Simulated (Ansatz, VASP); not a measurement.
# Ta2TiGeN4 in two plane-wave programs

Wanted: the spread between two codes on one cell, functional and k mesh. The cell is invented: As first built, before any earlier steps moved the atoms (in the runner's words): it takes the TaTiN2 structure with some of its atoms replaced by other elements, volume scaled by an estimate. It may not be a known or stable phase. The cell is taken from a series of VASP runs on this material, whose earlier steps may have relaxed, scaled or displaced it; both programs get it as it stands.

Method: plane waves, with VASP 6.6.1 beside it; single point at PBE, in Ansatz 0.2.0.

**1. Set-up**

Symmetry: I4/mmm, No. 139, tetragonal system. The conventional cell has a = 4.429 Å, b = 4.429 Å, c = 8.785 Å, α = 90.00°, β = 90.00°, γ = 90.00°. Nearest to Ta lie 6 N at 2.20 to 2.21 Å. Nearest to Ge lie 6 N at 2.16 to 2.21 Å. Nearest to Ti lie 6 N at 2.21 to 2.23 Å. Nearest to N lie 2 Ta at 2.20 Å and 2 Ge at 2.21 Å and 2 Ti at 2.21 Å. N has 1 Ge at 2.16 Å and 4 Ta at 2.21 Å and 1 Ti at 2.23 Å nearest. As first built, before any earlier steps moved the atoms (in the runner's words): sites of the TaTiN2 structure (space group 123) filled with other elements, volume scaled by an estimate. Farther neighbours and most contacts between anions are not listed.

Coordinates:

```cif
data_structure
_symmetry_space_group_name_H-M 'P 1'
_symmetry_Int_Tables_number 1
_cell_length_a 5.3946
_cell_length_b 5.3946
_cell_length_c 5.3946
_cell_angle_alpha 131.527
_cell_angle_beta 131.527
_cell_angle_gamma 70.978
_cell_volume 86.16
loop_
_atom_site_label
_atom_site_type_symbol
_atom_site_fract_x
_atom_site_fract_y
_atom_site_fract_z
_atom_site_occupancy
Ta1 Ta 0.25000 0.75000 0.50000 1
Ta2 Ta 0.75000 0.25000 0.50000 1
Ge3 Ge 0.50000 0.50000 0.00000 1
Ti4 Ti 0.00000 0.00000 0.00000 1
N5 N 0.50000 0.00000 0.50000 1
N6 N 0.00000 0.50000 0.50000 1
N7 N 0.74590 0.74590 0.00000 1
N8 N 0.25410 0.25410 0.00000 1
```

**2. VASP: single point, PBE**

With cell and atoms fixed, the geometry can't cause a difference; cores, projectors, grids and the points listed under the comparison can.

Lines of VASP's logs that name or quote its potential files are left out, and so is its time.

The input, INCAR:

```
SYSTEM = Ta2TiGeN4
PREC = Accurate
ENCUT = 520
EDIFF = 1E-06
NELM = 100
ISMEAR = -1
SIGMA = 0.05
LREAL = .FALSE.
ALGO = Normal
GGA = PE
LORBIT = 11
LWAVE = .FALSE.
LCHARG = .FALSE.
KPAR = 4
ISIF = 2
```

The input, POSCAR:

```
Ta2TiGeN4
1.0
   -2.2145311916      2.2145311916      4.3924540087
    2.2145311916     -2.2145311916      4.3924540087
    2.2145311916      2.2145311916     -4.3924540087
Ta Ge Ti N
2 1 1 4
Direct
    0.2500000000      0.7500000000      0.5000000000
    0.7500000000      0.2500000000      0.5000000000
    0.5000000000      0.5000000000      0.0000000000
    0.0000000000      0.0000000000      0.0000000000
    0.5000000000      0.0000000000      0.5000000000
    0.0000000000      0.5000000000      0.5000000000
    0.7459006970      0.7459006970      0.0000000000
    0.2540993030      0.2540993030      0.0000000000
```

The input, KPOINTS:

```
Automatic mesh
0
Gamma
7 7 7
0 0 0
```

Potentials, in the order of the species: Ta_pv, Ge_d, Ti_sv and N (PBE family, release 64).

Run with:

```sh
mpirun -np 4 vasp_std
```

Numbers of over 12 decimals in the logs are rounded to 6 here.

The log of the run:

```text
[banner, memory and clock lines left out]
running    4 mpi-ranks, on    1 nodes
 distrk:  each k-point on    1 cores,    4 groups
 distr:  one band on    1 cores,    1 groups

 POSCAR found type information on POSCAR TaGeTiN
 POSCAR found :  4 types and       8 ions
 LDA part: xc-table for (Slater+PW92), standard interpolation
 POSCAR, INCAR and KPOINTS ok, starting setup
 FFT: planning ... GRIDC
 FFT: planning ... GRID_SOFT
 FFT: planning ... GRID
 WAVECAR not read
 entering main loop
       N       E                     dE             d eps       ncg     rms          rms(c)
DAV:   1     0.798186539177E+03    0.79819E+03   -0.34817E+04  3912   0.309E+03
DAV:   2     0.434958450102E+02   -0.75469E+03   -0.73384E+03  3248   0.800E+02
DAV:   3    -0.785927222053E+02   -0.12209E+03   -0.12014E+03  4304   0.208E+02
DAV:   4    -0.872547400166E+02   -0.86620E+01   -0.84321E+01  4400   0.554E+01
DAV:   5    -0.875657129355E+02   -0.31097E+00   -0.30851E+00  4736   0.975E+00    0.361E+01
DAV:   6    -0.765297436456E+02    0.11036E+02   -0.11350E+02  4504   0.525E+01    0.207E+01
DAV:   7    -0.771881597577E+02   -0.65842E+00   -0.94195E+01  4656   0.561E+01    0.133E+01
DAV:   8    -0.752670255851E+02    0.19211E+01   -0.79180E+00  4040   0.140E+01    0.914E+00
DAV:   9    -0.756426603468E+02   -0.37563E+00   -0.17780E+01  4464   0.169E+01    0.947E+00
DAV:  10    -0.747273550960E+02    0.91531E+00   -0.12479E+01  4480   0.241E+01    0.213E+00
DAV:  11    -0.746811144906E+02    0.46241E-01   -0.42435E-01  4176   0.285E+00    0.145E+00
DAV:  12    -0.746500806293E+02    0.31034E-01   -0.10726E-01  4672   0.146E+00    0.540E-01
DAV:  13    -0.746484405265E+02    0.16401E-02   -0.65461E-02  4760   0.113E+00    0.429E-01
DAV:  14    -0.746463066888E+02    0.21338E-02   -0.15880E-02  4528   0.625E-01    0.512E-02
DAV:  15    -0.746464230642E+02   -0.11638E-03   -0.17862E-03  4384   0.213E-01    0.115E-01
DAV:  16    -0.746462896917E+02    0.13337E-03   -0.35229E-04  4432   0.910E-02    0.510E-02
DAV:  17    -0.746462584652E+02    0.31226E-04   -0.84358E-05  4624   0.418E-02    0.184E-02
DAV:  18    -0.746462543015E+02    0.41637E-05   -0.41559E-05  4760   0.278E-02    0.699E-03
DAV:  19    -0.746462540663E+02    0.23517E-06   -0.13889E-06  2760   0.753E-03
   1 F= -.74646254E+02 E0= -.74631627E+02  d E =-.292535E-01
```

OUTCAR, selected parts (step 2):

```text
ion  position               nearest neighbor table
   1  0.250  0.750  0.500-   5 2.20   6 2.20   8 2.21   7 2.21   8 2.21   7 2.21   4 3.12   3 3.12
                             3 3.12   4 3.12   4 3.12   4 3.12   3 3.12   3 3.12   2 3.13   2 3.13
   2  0.750  0.250  0.500-   5 2.20   6 2.20   8 2.21   7 2.21   8 2.21   7 2.21   4 3.12   3 3.12
                             3 3.12   4 3.12   4 3.12   3 3.12   3 3.12   4 3.12   1 3.13   1 3.13
   3  0.500  0.500  0.000-   7 2.16   8 2.16   5 2.21   6 2.21   5 2.21   6 2.21   1 3.12   2 3.12
                             1 3.12   2 3.12   1 3.12   1 3.12   2 3.12   2 3.12
   4  0.000  0.000  0.000-   5 2.21   6 2.21   6 2.21   5 2.21   7 2.23   8 2.23   1 3.12   2 3.12
                             1 3.12   2 3.12   2 3.12   2 3.12   1 3.12   1 3.12
   5  0.500  0.000  0.500-   1 2.20   2 2.20   3 2.21   4 2.21   3 2.21   4 2.21
   6  0.000  0.500  0.500-   1 2.20   2 2.20   3 2.21   4 2.21   4 2.21   3 2.21
   7  0.746  0.746  0.000-   3 2.16   2 2.21   1 2.21   1 2.21   2 2.21   4 2.23
   8  0.254  0.254  0.000-   3 2.16   2 2.21   1 2.21   1 2.21   2 2.21   4 2.23

  LATTYP: Found a body centered tetragonal cell.
 ALAT       =     4.4290623832
 C/A-ratio  =     1.9834690183

 Subroutine GETGRP returns: Found 16 space group operations
 (whereof 16 operations were pure point group operations)

The static configuration has the point symmetry D_4h.

 Found     40 irreducible k-points:

   k-points           NKPTS =     40   k-points in BZ     NKDIM =     40   number of bands    NBANDS=     40

   dimension x,y,z NGX =    40 NGY =   40 NGZ =   40
   dimension x,y,z NGXF=    80 NGYF=   80 NGZF=   80

   ENCUT  =  520.0 eV  38.22 Ry    6.18 a.u.  10.03 10.03 10.03*2*pi/ulx,y,z

   NELECT =      68.0000    total number of electrons

 k-points in reciprocal lattice and weights: Automatic mesh
   0.00000000  0.00000000  0.00000000       0.003
   0.14285714 -0.00000000  0.00000000       0.023
   0.28571429 -0.00000000  0.00000000       0.023
   0.42857143 -0.00000000  0.00000000       0.023
   0.14285714  0.14285714  0.00000000       0.023
   0.28571429  0.14285714  0.00000000       0.047
   0.42857143  0.14285714  0.00000000       0.047
  -0.42857143  0.14285714 -0.00000000       0.047
  -0.28571429  0.14285714 -0.00000000       0.047
[...]
-0.42857143  0.42857143  0.42857143       0.012
  -0.42857143 -0.42857143  0.42857143       0.006

 average (electrostatic) potential at core
       1 -34.8861       2 -34.8861       3 -70.4986       4 -72.3746       5 -60.5086
       6 -60.5086       7 -60.8276       8 -60.8276

 E-fermi :   9.5826

 k-point     1 :       0.0000    0.0000    0.0000
  band No.  band energies     occupation
    ...
     32       6.5540      2.00000
     33       7.2067      2.00000
     34       8.7546      2.00000
     35       8.7546      2.00000
     36       9.5832      0.99399
     37      10.0534      0.00016
     38      10.0534      0.00016
     39      10.3641      0.00000
     40      10.8376      0.00000

 k-point     2 :       0.1429   -0.0000    0.0000
  band No.  band energies     occupation
    ...
     31       6.1757      2.00000
     32       6.7428      2.00000
     33       7.4789      2.00000
     34       8.6374      2.00000
     35       9.1499      1.99965
     36       9.7753      0.04150
     37       9.9723      0.00082
     38      10.0774      0.00010
     39      10.7185      0.00000
     40      11.3744      0.00000

 k-point     3 :       0.2857   -0.0000    0.0000
  band No.  band energies     occupation
    ...
     30       5.5880      2.00000
     31       5.7033      2.00000
     32       7.7685      2.00000
     33       8.0095      2.00000
     34       8.4091      2.00000
     35       9.7536      0.06334
     36       9.9584      0.00109
     37      10.2366      0.00000
     38      10.4655      0.00000
     39      11.0155      0.00000
    ...

  Total       -0.0088455     -0.0088455      0.0183041      0.0000000      0.0000000      0.0000000
  in kB       -0.1644754     -0.1644754      0.3403525      0.0000000      0.0000000      0.0000000
  external PRESSURE =       0.0038006 kB  Pullay stress =       0.0000000 kB

  energy-cutoff  :      520.00
  volume of cell :       86.16
      direct lattice vectors                 reciprocal lattice vectors
    -2.214531192  2.214531192  4.392454009     0.000000000  0.225781421  0.113831585
     2.214531192 -2.214531192  4.392454009     0.225781421  0.000000000  0.113831585
     2.214531192  2.214531192 -4.392454009     0.225781421  0.225781421  0.000000000

 POSITION                                       TOTAL-FORCE (eV/Angst)
 -----------------------------------------------------------------------------------
      2.21453      0.00000      2.19623        -0.000000     -0.000000     -0.000000
      0.00000      2.21453      2.19623        -0.000000     -0.000000     -0.000000
      0.00000      0.00000      4.39245        -0.000000     -0.000000     -0.000000
      0.00000      0.00000      0.00000        -0.000000     -0.000000     -0.000000
      0.00000      2.21453      0.00000        -0.000000     -0.000000     -0.000000
      2.21453      0.00000      0.00000        -0.000000     -0.000000     -0.000000
      0.00000      0.00000      6.55267         0.000000      0.000000      0.006242
      0.00000      0.00000      2.23224         0.000000      0.000000     -0.006242
 -----------------------------------------------------------------------------------
    total drift:                               -0.000000     -0.000000      0.000000

  FREE ENERGIE OF THE ION-ELECTRON SYSTEM (eV)
  ---------------------------------------------------
  free  energy   TOTEN  =       -74.6462540663 eV

  energy  without entropy=      -74.6170005931  energy(sigma->0) =      -74.63162733

 total charge
# of ion       s       p       d       tot
------------------------------------------
    1        0.279   6.217   2.326   8.822
    2        0.279   6.217   2.326   8.822
    3        1.352   0.824  10.191  12.367
    4        2.151   6.155   1.961  10.268
    5        1.263   2.430   0.000   3.693
    6        1.263   2.430   0.000   3.693
    7        1.243   2.484   0.000   3.727
    8        1.243   2.484   0.000   3.727
--------------------------------------------------
tot          9.071  29.241  16.805  55.117

[... 3 further parts left out ...]
```

This run has no spin polarisation, so a moment on Ti, if there is one, isn't seen. LASPH is off, so gradient terms of the non-spherical density inside the spheres are left out; for open d or f shells this can shift gaps and moments.

**3. Ansatz: single point, PBE**

Ansatz runs on its default PAW (the set named soft_2) files.

The same cell, functional, mesh and smearing now go to Ansatz, which takes its cutoff from its data sets.

The input, input.yaml:

```yaml
crystal:
  lattice:
    - [-2.2145311916, 2.2145311916, 4.3924540087]
    - [2.2145311916, -2.2145311916, 4.3924540087]
    - [2.2145311916, 2.2145311916, -4.3924540087]
  atoms:
    - { symbol: Ta, position: [0.25, 0.75, 0.5] }
    - { symbol: Ta, position: [0.75, 0.25, 0.5] }
    - { symbol: Ge, position: [0.5, 0.5, 0.0] }
    - { symbol: Ti, position: [0.0, 0.0, 0.0] }
    - { symbol: "N", position: [0.5, 0.0, 0.5] }
    - { symbol: "N", position: [0.0, 0.5, 0.5] }
    - { symbol: "N", position: [0.745900697, 0.745900697, 0.0] }
    - { symbol: "N", position: [0.254099303, 0.254099303, 0.0] }
hamiltonian:
  xc: pbe
  pseudopotentials: { kind: paw }
kpoints:
  mp_grid: { grid: [7, 7, 7] }
scf:
  occupations: { method: fermi_dirac, width: 0.05 }
  n_extra_bands: 6
output:
  forces: true
  stress: true
  eigenvalues: true
```

Run with:

```sh
ansatz run input.yaml --threads 4 --pin off --max-ram 9216MiB --backend cpu --events-out ev --progress --plain --runs-dir out
```

The log of the run:

```text
scf.n_extra_bands = 6 over 36 filled bands (N_el = 72.0): the run solves 42 bands
Engine: ansatz 0.2.0, x86_64-unknown-linux-gnu
Pseudopotentials: kind: paw
Pseudopotential: Ta, paw, valence charge 13, recommended cutoff 420 eV (normal), Ta.paw.azcp
Pseudopotential: Ge, paw, valence charge 14, recommended cutoff 420 eV (normal), Ge.paw.azcp
Pseudopotential: Ti, paw, valence charge 12, recommended cutoff 420 eV (normal), Ti.paw.azcp
Pseudopotential: N, paw, valence charge 5, recommended cutoff 420 eV (normal), N.paw.azcp
Functional definition: PBE
  parameter kappa = 0.804
  parameter beta = 0.066725
  exchange = pbe_x(kappa = kappa, mu = beta*pi^2/3)
  correlation = pbe_c(beta = beta)
Crystal: 8 atoms, lattice volume = 86.165 Å³
Basis set: ecut = 420 eV, 1679 PW (Γ), exchange–correlation on 80×80×80 points (8 copies of the dense FFT grid, shifted against one another)
Bands: 42, of which v1, the nominal top of the filled ones, is band 36 counted from 1 (35 counted from 0)
Symmetry: 16 space group operations
Space group: I4/mmm (ITA 139), of the structure as read, at distance tolerance 4.4e-5 Å
k-points: 40 of 343
Non-local potential: Ta, projectors of the file, l = 0: 3, l = 1: 2, l = 2: 2, l = 3: 1
Non-local potential: Ge, projectors of the file, l = 0: 2, l = 1: 2, l = 2: 3, l = 3: 1
Non-local potential: Ti, projectors of the file, l = 0: 3, l = 1: 2, l = 2: 3, l = 3: 1
Non-local potential: N, projectors of the file, l = 0: 2, l = 1: 2, l = 2: 1
PAW form: soft (Blöchl's): semilocal exchange-correlation on the pseudo side does not see the compensation charge
PAW one-centre angular grid: Ta, 590 points (default); XC on 64 Gauss nodes
PAW one-centre angular grid: Ge, 590 points (default); XC on 64 Gauss nodes
PAW one-centre angular grid: Ti, 590 points (default); XC on 64 Gauss nodes
PAW one-centre angular grid: N, 110 points (default); XC on 64 Gauss nodes
Initial density: superposition of atomic densities (neutral atoms: chi_scale 0, normalization atom), corrected by the library's trained network
Initial wavefunctions: pseudopotential atomic-orbital guess
Functional: x = pbe(κ = 0.804, μ = 0.219515), c = pbe(β = 0.066725)
SCF iter   1: F=—  HF=-28200.400242 eV  |F-HF|=—  |Δ(HF+E_count)|=         —  Δρ=8.70e-3  dr2=9.01e-2  ethr=1.77e-3  ⟨swp⟩=5.0  Hψ=6502  notcnv=0  defer=1
preconditioner: auto → Kerker (q_TF=auto, 2.648 Å⁻¹)  [metal: Δε(μ)=0.007 eV  Ē_g=12.634 eV  σ=0.050 eV  W_gap=0.03  n_scr=30 (ndim 8)  ℏωp=27.7 eV  f_vac=0.000  D(μ)=3.68/eV (n_scr^D=30)]
SCF iter   2: F=—  HF=-28200.387988 eV  |F-HF|=—  |Δ(HF+E_count)|=   1.23e-2  Δρ=4.71e-3  dr2=2.83e-2  ethr=1.25e-4  ⟨swp⟩=1.3  Hψ=2019  notcnv=0
SCF iter   3: F=—  HF=-28200.383082 eV  |F-HF|=—  |Δ(HF+E_count)|=   4.91e-3  Δρ=1.09e-3  dr2=2.05e-3  ethr=3.93e-5  ⟨swp⟩=2.0  Hψ=2636  notcnv=0
SCF iter   4: F=—  HF=-28200.382265 eV  |F-HF|=—  |Δ(HF+E_count)|=   8.18e-4  Δρ=3.96e-4  dr2=2.13e-4  ethr=2.84e-6  ⟨swp⟩=2.0  Hψ=2624  notcnv=0
SCF iter   5: F=—  HF=-28200.382180 eV  |F-HF|=—  |Δ(HF+E_count)|=   8.48e-5  Δρ=1.29e-4  dr2=1.84e-5  ethr=2.96e-7  ⟨swp⟩=2.0  Hψ=2642  notcnv=0
SCF iter   6: F=—  HF=-28200.382171 eV  |F-HF|=—  |Δ(HF+E_count)|=   9.16e-6  Δρ=3.25e-5  dr2=9.57e-7  ethr=2.56e-8  ⟨swp⟩=2.0  Hψ=2635  notcnv=0
SCF iter   7: F=-28200.382171 eV  HF=-28200.382171 eV  |F-HF|=3.42e-8  |Δ(HF+E_count)|=   1.89e-8  Δρ=8.21e-6  dr2=7.01e-8  ethr=1.39e-10  ⟨swp⟩=6.8  Hψ=7188  notcnv=0
SCF 1 converged in 7 iterations: F = -28200.382171 eV  dr2 = 7.01e-8
  greatest PAW one-centre occupation: 0.999 electrons in one spin orbital (limit 2), on the Ta atom at site 1 (counted from 0), in its partial waves of l = 0
SCF converged after 7 iterations
Free energy (F): -28200.382171 eV
Harris-Foulkes:  -28200.382171 eV  (|F-HF|=3.42e-8)
Internal energy: -28200.352977 eV  (E = F + TS)
E sigma→0 (E₀):  -28200.367574 eV
Entropy (-TS):   -0.029194 eV (-3.649 meV/atom)
Fermi energy:    18.038312 eV
--- Per-component energies (eV) ---
  E_band       = -276.228354
  E_kinetic    = 1640.645111
  E_local      = -4184.662193  (includes V_loc(G=0)·N_el)
  E_nonlocal   = 632.876584
  E_hartree    = 1657.846562
  E_xc         = -854.664549
  E_vxc        = -906.106104  (∫ρ·V_xc dr)
  E_paw        = -20363.186600  (= ΣΔE_a)
  E_vpaw       = -774.677573  (= ΣTr[D̂ρ^β])
  E_aug_tail   = 0.001187  (compensation charges beyond the density's cutoff)
  E_ewald      = -6729.209079
  E_smearing   = -0.029194  (= −TS)
  E_closure    = -0.000000  (closes the sum)
  Σ components = -28200.382171   (vs F -28200.382171, Δ=0.00e0)
--- Forces (eV/Å), atoms counted from 1 ---
  atom   1  Ta     0.00000000    -0.00000000     0.00000000
  atom   2  Ta     0.00000000     0.00000000     0.00000000
  atom   3  Ge     0.00000000     0.00000000    -0.00000000
  atom   4  Ti    -0.00000000     0.00000000     0.00000000
  atom   5  N      0.00000000     0.00000000     0.00000000
  atom   6  N      0.00000000     0.00000000     0.00000000
  atom   7  N      0.00000000     0.00000000     0.01035407
  atom   8  N      0.00000000     0.00000000    -0.01035407
  max |Σ_I F_I| component: 5.20e-18 eV/Å
--- Stress (GPa, compression-positive) ---
       -0.451931       0.000000      -0.000000
        0.000000      -0.451931      -0.000000
        0.000000       0.000000      -0.419209
  P = ⅓ Tr σ = -0.4410 GPa (-4.410 kbar)
--- Band table (eV; the first three rows and the last of 40) ---
  k-point 0: bands = [... 32 lower, 14.9268, 15.0014, 15.6582, 17.2130, 17.2130, 18.0414, 18.5120, 18.5120, ... 2 higher]
  k-point 1: bands = [... 32 lower, 14.6093, 15.3850, 15.9526, 17.3879, 17.4618, 18.4193, 18.5866, 18.9849, ... 2 higher]
  k-point 2: bands = [... 32 lower, 13.8977, 16.4138, 17.4058, 17.8942, 18.0134, 19.1804, 19.1899, 19.5844, ... 2 higher]
  k-point 39: bands = [... 32 lower, 14.2031, 14.7504, 15.3443, 15.4200, 15.7290, 17.6976, 19.4748, 19.6381, ... 2 higher]
```

Elapsed: 5 s, on 4 threads of Intel Xeon Platinum 8488C (Sapphire Rapids), shared host; peak memory 0.56 GiB.

The run ends at a pressure of -0.44 GPa, with forces up to 0.010 eV/Å.

**4. Differences**

Known differences besides the potentials themselves: the data sets hold 72 valence electrons in Ansatz (default PAW (the set named soft_2) files) and 68 in VASP; the cutoff is 420 eV in Ansatz and 520 eV in VASP; VASP leaves aspherical gradient terms in its spheres out (LASPH is not set), Ansatz keeps them. Total energies have different zeros and are not compared.

Compared:

| quantity | Ansatz | VASP | difference |
| --- | --- | --- | --- |
| pressure (GPa) | -0.44 | 0.00 | -0.44 |
| pressure without Ansatz's Pulay correction (GPa) | -0.91 | 0.00 | -0.91 |

At this near-relaxed geometry the largest component of a force difference is 4 meV/Å. Ansatz's pressure holds a Pulay correction of 0.47 GPa; VASP's holds none.

**5. Outcome**

```json
{
  "difference in pressure (single point, PBE)": "-0.44 GPa"
}
```

In words: The difference in pressure is -0.44 GPa (single point, PBE), within the 1 GPa picked in this series as the mark of a large difference. Such differences can come from data sets, numerical settings and the points named under the comparisons, not from the functional's error against experiment.

[Lines on the potential files, build, host, timing and source positions are cut from VASP's logs without a mark.]

[Logs are printed without paths, hosts, clocks, repeated set-up lines and the standing remarks that a program may print on its own settings, such as how far it seeks lower states.]

[Hosts, paths, dates, database ids (printed as entryN), source tags and the programs' standing remarks are cut or masked in the printed files.]
